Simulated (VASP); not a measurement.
The cell holds one BN (hex) bilayer, with vacuum along c. Ionisation potential and electron affinity count from the cell's own band edges, surface states included.

Given:

```yaml
crystal:
  lattice:
    - [2.49022, 0.00000, 0.00000]
    - [-1.24511, 2.15659, 0.00000]
    - [0.00000, 0.00000, 18.69640]
  atoms:
    - { symbol: B, position: [0.66667, 0.33333, 0.41395] }
    - { symbol: B, position: [0.33333, 0.66667, 0.58605] }
    - { symbol: N, position: [0.33333, 0.66667, 0.41376] }
    - { symbol: N, position: [0.66667, 0.33333, 0.58624] }
```

Calculation: LDA (Ceperley-Alder, Perdew-Zunger), VASP's LDA PAW potentials (set 64) (plane waves; VASP). Settings: 500 eV cut-off, 12×12×1 Γ-centred mesh, Gaussian smearing of 0.050 eV, potentials B N.

```json
{
  "energy_to_cut_it_from_the_bulk_per_area": "10.0 meV/Å²",
  "ionisation_potential": "6.17 eV",
  "electron_affinity": "1.85 eV",
  "band gap (on the k-mesh)": "4.32 eV"
}
```

The cell is a sheet with vacuum, built from BN (hex).
